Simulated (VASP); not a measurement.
Here is the system:

```yaml
crystal:
  lattice:
    - [-1.68482, 1.68482, 1.68482]
    - [1.68482, -1.68482, 1.68482]
    - [1.68482, 1.68482, -1.68482]
  atoms:
    - { symbol: Ta, position: [0.00000, 0.00000, 0.00000] }
```

Method: PBE GGA with D4 dispersion, VASP's PBE PAW potentials (set 64) (plane waves; VASP 6.6.1). Run with 520 eV cut-off, 15×15×15 Γ-centred mesh, first-order Methfessel-Paxton smearing of 0.10 eV, potentials Ta_pv.

Task: Give the stress tensor in GPa (positive for a compressed cell).

Result: 
```
-10.68    0.00    0.00
  0.00  -10.68    0.00
  0.00    0.00  -10.68
```
The pressure is its mean diagonal, -10.68 GPa.

The compound is Ta in the bcc structure. This cell is one point of a volume scan, at 1.06 of the reference volume.
